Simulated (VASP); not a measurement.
Computed with PBE GGA, VASP's PBE PAW potentials (set 64) (plane waves; VASP).

Input for VASP

### POSCAR
```
Zn27Se26
1
   -0.0000000000     8.6099050440     8.6099050440
    8.6099050440    -0.0000000000     8.6099050440
    8.6099050440     8.6099050440    -0.0000000000
Zn Se
27 26
Direct
  0.0000000000   0.0000000000   0.0000000000
  0.0000000000   0.0000000000   0.3333330000
  1.0000000000   1.0000000000   0.6666670000
  0.0000000000   0.3333330000   0.0000000000
  0.0000000000   0.3333330000   0.3333330000
  1.0000000000   0.3333330000   0.6666670000
  0.0000000000   0.6666670000   0.0000000000
  0.0000000000   0.6666670000   0.3333330000
  0.9988430000   0.6677750000   0.6622730000
  0.3333330000   0.0000000000   0.0000000000
  0.3333330000   0.0000000000   0.3333330000
  0.3333330000   1.0000000000   0.6666670000
  0.3333330000   0.3333330000   0.0000000000
  0.3333330000   0.3333330000   0.3333330000
  0.3315790000   0.3374570000   0.6650250000
  0.3333330000   0.6666670000   0.0000000000
  0.3343790000   0.6653890000   0.3366210000
  0.3336830000   0.6674170000   0.6635760000
  0.6666670000   0.0000000000   0.0000000000
  0.6666670000   0.0000000000   0.3333330000
  0.6666670000   1.0000000000   0.6666670000
  0.6666670000   0.3333330000   0.0000000000
  0.6666670000   0.3333330000   0.3333330000
  0.6666670000   0.3333330000   0.6666670000
  0.6666670000   0.6666670000   0.0000000000
  0.6666670000   0.6666670000   0.3333330000
  0.6666670000   0.6666670000   0.6666670000
  0.2500000000   0.2500000000   0.2500000000
  0.2500000000   0.2500000000   0.5833330000
  0.2500000000   0.2500000000   0.9166670000
  0.2500000000   0.5833330000   0.2500000000
  0.2500000000   0.5833330000   0.9166670000
  0.2500000000   0.9166670000   0.2500000000
  0.2500000000   0.9166670000   0.5833330000
  0.2500000000   0.9166670000   0.9166670000
  0.5833330000   0.2500000000   0.2500000000
  0.5833330000   0.2500000000   0.5833330000
  0.5833330000   0.2500000000   0.9166670000
  0.5833330000   0.5833330000   0.2500000000
  0.5833330000   0.5833330000   0.5833330000
  0.5833330000   0.5833330000   0.9166670000
  0.5833330000   0.9166670000   0.2500000000
  0.5833330000   0.9166670000   0.5833330000
  0.5833330000   0.9166670000   0.9166670000
  0.9166670000   0.2500000000   0.2500000000
  0.9166670000   0.2500000000   0.5833330000
  0.9166670000   0.2500000000   0.9166670000
  0.9166670000   0.5833330000   0.2500000000
  0.9166670000   0.5833330000   0.5833330000
  0.9166670000   0.5833330000   0.9166670000
  0.9166670000   0.9166670000   0.2500000000
  0.9166670000   0.9166670000   0.5833330000
  0.9166670000   0.9166670000   0.9166670000
```

KPOINTS:
```
kpoints
0
G
  1 1 1
```

INCAR:
```
NELMIN = 4
PREC = Normal
ALGO = Fast   # Davidson, then RMM-DIIS
LWAVE = .False.
LREAL = Auto   # projection in real space or not
LASPH = .True.   # aspherical one-centre terms
SYSTEM = Zn27Se26
ISMEAR = 0
ISIF = 2   # forces and stress, cell fixed
GGA = PE   # PBE
NSW = 60   # most ionic steps
ISYM = 0
NELM = 100   # most electronic steps
EDIFF = 1E-5
EDIFFG = -0.03   # ionic stop
LMAXMIX = 4
LCHARG = .False.
ENCUT = 400   # plane-wave cut-off (eV)
SIGMA = 0.05
IBRION = 2   # conjugate gradients
```

POTCAR, in this order: Zn Se (PBE.64 set). Program: vasp_gam.

The resulting files:

File OSZICAR:
```
...
DAV:   2     0.102506158374E+04   -0.45890E+04   -0.44569E+04   576   0.485E+02
DAV:   3    -0.364233514184E+02   -0.10615E+04   -0.99019E+03   632   0.191E+02
DAV:   4    -0.155611516290E+03   -0.11919E+03   -0.11688E+03   648   0.648E+01
DAV:   5    -0.159165918777E+03   -0.35544E+01   -0.35326E+01   616   0.102E+01    0.248E+01
RMM:   6    -0.150691812355E+03    0.84741E+01   -0.23975E+01   576   0.111E+01    0.189E+01
RMM:   7    -0.150052580596E+03    0.63923E+00   -0.10606E+01   576   0.615E+00    0.538E+00
RMM:   8    -0.150200190172E+03   -0.14761E+00   -0.16474E+00   585   0.255E+00    0.300E+00
RMM:   9    -0.150161902197E+03    0.38288E-01   -0.60714E-01   576   0.215E+00    0.184E+00
RMM:  10    -0.150141793377E+03    0.20109E-01   -0.13081E-01   579   0.107E+00    0.318E-01
RMM:  11    -0.150144590613E+03   -0.27972E-02   -0.21536E-02   592   0.276E-01    0.261E-01
RMM:  12    -0.150144570251E+03    0.20361E-04   -0.73377E-03   576   0.242E-01    0.734E-02
RMM:  13    -0.150144521084E+03    0.49167E-04   -0.92413E-04   594   0.602E-02    0.402E-02
RMM:  14    -0.150144530791E+03   -0.97060E-05   -0.23424E-04   590   0.282E-02    0.159E-02
RMM:  15    -0.150144529982E+03    0.80821E-06   -0.81880E-05   520   0.253E-02
   1 F= -.15014453E+03 E0= -.15014453E+03  d E =-.150145E+03
       N       E                     dE             d eps       ncg     rms          rms(c)
DAV:   1    -0.150161603177E+03   -0.17072E-01   -0.33506E+00   608   0.333E+00    0.482E-01
RMM:   2    -0.150167880511E+03   -0.62773E-02   -0.70951E-02   576   0.493E-01    0.154E-01
RMM:   3    -0.150168524703E+03   -0.64419E-03   -0.94705E-03   583   0.194E-01    0.112E-01
RMM:   4    -0.150168569042E+03   -0.44339E-04   -0.16989E-03   594   0.910E-02    0.924E-02
RMM:   5    -0.150168534636E+03    0.34406E-04   -0.45101E-04   575   0.440E-02    0.252E-02
RMM:   6    -0.150168543119E+03   -0.84830E-05   -0.10733E-04   512   0.179E-02    0.136E-02
RMM:   7    -0.150168541466E+03    0.16526E-05   -0.24365E-05   378   0.918E-03
   2 F= -.15016854E+03 E0= -.15016854E+03  d E =-.240115E-01
       N       E                     dE             d eps       ncg     rms          rms(c)
DAV:   1    -0.150169532613E+03   -0.98949E-03   -0.58110E+00   608   0.440E+00    0.634E-01
RMM:   2    -0.150179920619E+03   -0.10388E-01   -0.11770E-01   576   0.647E-01    0.201E-01
RMM:   3    -0.150180889982E+03   -0.96936E-03   -0.14877E-02   577   0.249E-01    0.147E-01
RMM:   4    -0.150180953000E+03   -0.63018E-04   -0.26115E-03   589   0.117E-01    0.121E-01
RMM:   5    -0.150180898205E+03    0.54795E-04   -0.70569E-04   576   0.558E-02    0.336E-02
RMM:   6    -0.150180911168E+03   -0.12963E-04   -0.16233E-04   556   0.227E-02    0.168E-02
RMM:   7    -0.150180908793E+03    0.23750E-05   -0.38072E-05   403   0.112E-02
   3 F= -.15018091E+03 E0= -.15018091E+03  d E =-.363788E-01
       N       E                     dE             d eps       ncg     rms          rms(c)
DAV:   1    -0.150186164495E+03   -0.52533E-02   -0.19638E+00   616   0.256E+00    0.172E-01
RMM:   2    -0.150187144498E+03   -0.98000E-03   -0.10588E-02   576   0.225E-01    0.731E-02
RMM:   3    -0.150187250258E+03   -0.10576E-03   -0.14895E-03   576   0.886E-02    0.515E-02
RMM:   4    -0.150187258734E+03   -0.84760E-05   -0.25235E-04   584   0.403E-02    0.464E-02
RMM:   5    -0.150187250967E+03    0.77671E-05   -0.10425E-04   526   0.196E-02    0.942E-03
RMM:   6    -0.150187250468E+03    0.49971E-06   -0.12615E-05   340   0.757E-03
   4 F= -.15018725E+03 E0= -.15018725E+03  d E =-.634167E-02
       N       E                     dE             d eps       ncg     rms          rms(c)
DAV:   1    -0.150188660488E+03   -0.14095E-02   -0.17732E+01   616   0.770E+00    0.519E-01
RMM:   2    -0.150197617413E+03   -0.89569E-02   -0.97239E-02   576   0.705E-01    0.220E-01
RMM:   3    -0.150198560488E+03   -0.94308E-03   -0.13171E-02   576   0.261E-01    0.153E-01
RMM:   4    -0.150198636962E+03   -0.76474E-04   -0.21385E-03   587   0.120E-01    0.139E-01
RMM:   5    -0.150198590911E+03    0.46051E-04   -0.91306E-04   576   0.578E-02    0.280E-02
RMM:   6    -0.150198587994E+03    0.29167E-05   -0.10833E-04   541   0.224E-02    0.211E-02
RMM:   7    -0.150198579217E+03    0.87777E-05   -0.55290E-05   438   0.141E-02
   5 F= -.15019858E+03 E0= -.15019858E+03  d E =-.176704E-01
       N       E                     dE             d eps       ncg     rms          rms(c)
DAV:   1    -0.150198439167E+03    0.14883E-03   -0.22902E+00   616   0.274E+00    0.185E-01
RMM:   2    -0.150199577788E+03   -0.11386E-02   -0.12274E-02   576   0.242E-01    0.775E-02
RMM:   3    -0.150199698869E+03   -0.12108E-03   -0.16982E-03   576   0.945E-02    0.557E-02
RMM:   4    -0.150199707141E+03   -0.82715E-05   -0.27773E-04   580   0.428E-02    0.502E-02
RMM:   5    -0.150199698208E+03    0.89324E-05   -0.12360E-04   539   0.211E-02    0.104E-02
RMM:   6    -0.150199697737E+03    0.47158E-06   -0.14760E-05   346   0.812E-03
   6 F= -.15019970E+03 E0= -.15019970E+03  d E =-.187889E-01
       N       E                     dE             d eps       ncg     rms          rms(c)
DAV:   1    -0.150203936939E+03   -0.42387E-02   -0.32582E+00   616   0.315E+00    0.178E-01
RMM:   2    -0.150205145139E+03   -0.12082E-02   -0.12624E-02   576   0.253E-01    0.952E-02
RMM:   3    -0.150205268279E+03   -0.12314E-03   -0.17757E-03   576   0.971E-02    0.515E-02
RMM:   4    -0.150205277307E+03   -0.90276E-05   -0.30363E-04   576   0.449E-02    0.480E-02
RMM:   5    -0.150205269588E+03    0.77187E-05   -0.10540E-04   522   0.212E-02    0.901E-03
RMM:   6    -0.150205269589E+03   -0.79308E-09   -0.14321E-05   340   0.788E-03
   7 F= -.15020527E+03 E0= -.15020527E+03  d E =-.557185E-02
       N       E                     dE             d eps       ncg     rms          rms(c)
DAV:   1    -0.150200183639E+03    0.50859E-02   -0.29544E+01   600   0.945E+00    0.536E-01
RMM:   2    -0.150212025613E+03   -0.11842E-01   -0.12449E-01   576   0.830E-01    0.286E-01
RMM:   3    -0.150213119805E+03   -0.10942E-02   -0.16158E-02   576   0.289E-01    0.156E-01
RMM:   4    -0.150213208888E+03   -0.89083E-04   -0.26373E-03   585   0.134E-01    0.145E-01
RMM:   5    -0.150213164876E+03    0.44012E-04   -0.96374E-04   577   0.631E-02    0.251E-02
RMM:   6    -0.150213165912E+03   -0.10358E-05   -0.12382E-04   553   0.247E-02    0.182E-02
RMM:   7    -0.150213161967E+03    0.39453E-05   -0.39894E-05   418   0.134E-02
   8 F= -.15021316E+03 E0= -.15021316E+03  d E =-.134642E-01
       N       E                     dE             d eps       ncg     rms          rms(c)
DAV:   1    -0.150215000551E+03   -0.18346E-02   -0.25573E+00   632   0.289E+00    0.180E-01
RMM:   2    -0.150216043639E+03   -0.10431E-02   -0.11732E-02   576   0.241E-01    0.842E-02
RMM:   3    -0.150216154227E+03   -0.11059E-03   -0.16760E-03   576   0.933E-02    0.531E-02
RMM:   4    -0.150216160853E+03   -0.66261E-05   -0.29572E-04   589   0.436E-02    0.482E-02
RMM:   5    -0.150216151396E+03    0.94572E-05   -0.11575E-04   526   0.207E-02    0.110E-02
RMM:   6    -0.150216150928E+03    0.46840E-06   -0.16327E-05   353   0.795E-03
   9 F= -.15021615E+03 E0= -.15021615E+03  d E =-.298896E-02
       N       E                     dE             d eps       ncg     rms          rms(c)
DAV:   1    -0.150216086681E+03    0.64715E-04   -0.21180E+00   608   0.262E+00    0.166E-01
RMM:   2    -0.150216969832E+03   -0.88315E-03   -0.99515E-03   576   0.224E-01    0.777E-02
RMM:   3    -0.150217062509E+03   -0.92676E-04   -0.14267E-03   576   0.860E-02    0.488E-02
RMM:   4    -0.150217068428E+03   -0.59192E-05   -0.24977E-04   587   0.400E-02    0.443E-02
RMM:   5    -0.150217060390E+03    0.80377E-05   -0.99182E-05   514   0.191E-02
  10 F= -.15021706E+03 E0= -.15021706E+03  d E =-.389842E-02
```

OUTCAR:
```
------------------------ aborting loop because EDIFF is reached ----------------------------------------
  FORCE on cell =-STRESS in cart. coord.  units (eV):
  Direction    XX          YY          ZZ          XY          YZ          ZX
  --------------------------------------------------------------------------------------
  Total        3.5106153      3.5213506      3.5134651     -0.0234262      0.0851541      0.0059859
  in kB        4.4062460      4.4197201      4.4098228     -0.0294027      0.1068787      0.0075130
  external PRESSURE =       4.4119296 kB  Pullay stress =       0.0000000 kB
  volume of cell :     1276.51
      direct lattice vectors                 reciprocal lattice vectors
     0.000000000  8.609905044  8.609905044    -0.058072650  0.058072650  0.058072650
     8.609905044  0.000000000  8.609905044     0.058072650 -0.058072650  0.058072650
     8.609905044  8.609905044  0.000000000     0.058072650  0.058072650 -0.058072650
  FREE ENERGIE OF THE ION-ELECTRON SYSTEM (eV)
  ---------------------------------------------------
  free  energy   TOTEN  =      -150.2170603902 eV

  energy  without entropy=     -150.2170603902  energy(sigma->0) =     -150.21706039

 reached required accuracy - stopping structural energy minimisation
```
(Selected blocks of OUTCAR.)

**CONTCAR**
```
Zn27Se26
   1.00000000000000
     0.0000000000000000    8.6099050439999996    8.6099050439999996
     8.6099050439999996    0.0000000000000000    8.6099050439999996
     8.6099050439999996    8.6099050439999996    0.0000000000000000
  Zn              Se
    27    26
Direct
     0.0007351159116710    0.9998432507987650    0.9996826285656158
     0.0000733868233196    0.0003032186735841    0.3328873829564705
     0.0000334652674305    0.9999201454879070    0.6666527444547562
     0.0000991367754839    0.3329835767702476    0.9999215337056583
     0.0000563988272256    0.3333416319861229    0.3332416306589275
     0.9999179690567381    0.3332552852527294    0.6665475289043831
     0.0000520040352194    0.6669884113538721    0.9997914569930548
     0.9999693231909352    0.6666663602595622    0.3329640198954089
     0.0123450752285361    0.6626625834952445    0.6623941744257449
     0.3326382396161446    0.0008329496002446    0.0005053732570777
     0.3333106623190809    0.0004033484585282    0.3330968617412929
     0.3326657005331470    0.0008942116673854    0.6659983771051617
     0.3333974477962598    0.3333236064069081    0.9999253881056160
     0.3333362763611911    0.3332941229163019    0.3330253000676638
     0.3283798209653011    0.3487001261853773    0.6613890221961546
     0.3326681088523425    0.6660863385230658    0.0006647851291006
     0.3285140832815055    0.6614366949724663    0.3486103579324977
     0.3288295403141101    0.6619810340056116    0.6617060298683904
     0.6663172898741891    0.9999237881167811    0.9997150524149022
     0.6663455352565860    0.9999285986450172    0.3339398747447633
     0.6668828926261816    0.0010310093416942    0.6660016526334038
     0.6663673219470932    0.3340245762850014    0.9997921284836178
     0.6670357116170350    0.3333707227236568    0.3329377859210325
     0.6669062678893019    0.3331365608542689    0.6667407037404931
     0.6671030567867625    0.6661740497072978    0.0005340271816322
     0.6671831419816167    0.6666240057903876    0.3328496161216494
     0.6671083912922616    0.6660500456763683    0.6659562181274908
     0.2503343976425954    0.2500004721521832    0.2496629236734108
     0.2500820672300059    0.2533396730892348    0.5831945102098796
     0.2500773335008337    0.2532899710286633    0.9132412420892692
     0.2501242868504515    0.5834181091875611    0.2530238994622944
     0.2500938183206720    0.5834187547984698    0.9134218966129848
     0.2500987149251742    0.9134556563615609    0.2530845471367633
     0.2500541314148516    0.9135588399414403    0.5832226449620578
     0.2503422433369225    0.9165909143714597    0.9165305592048821
     0.5833691075126254    0.2500835898713061    0.2499193293412278
     0.5801290624977139    0.2533058019602443    0.5831186964311947
     0.5832576872125237    0.2499923723095196    0.9167561099411141
     0.5802326405672562    0.5833950671748778    0.2529337033851138
     0.5803842801399485    0.5833670785839076    0.5830094319150649
     0.5831519273596379    0.5837096927955714    0.9165345310276174
     0.5833684226538338    0.9167126444931849    0.2498885055647938
     0.5831652169762214    0.9166477461447289    0.5836004150679820
     0.5831629704451100    0.9166336491565080    0.9165102274702619
     0.9166398732562727    0.2499517096142329    0.2497168202626099
     0.9166784179315471    0.2497251199545533    0.5835267182770599
     0.9166169728755144    0.2499884752571256    0.9166310920742703
     0.9168075862799578    0.5836784811489735    0.2495085796246570
     0.9197144577392548    0.5833105385675851    0.5830039464534928
     0.9195342398354890    0.5833323428430393    0.9136968018856914
     0.9166366758365462    0.9167241189394487    0.2498993748961220
     0.9195355310133758    0.9137851948171087    0.5831347913007678
     0.9166215722189816    0.9167747314831145    0.9165850463974586
```

The supercell is sampled at Γ alone, which is coarse: total energies, pressure and levels can be off, energies of defects by several tenths of an eV.

The cell is a supercell with a defect, built from a database entry that may be metastable or hypothetical: vac_Se. The run is not spin-polarised, so no state with unpaired spins was tried.
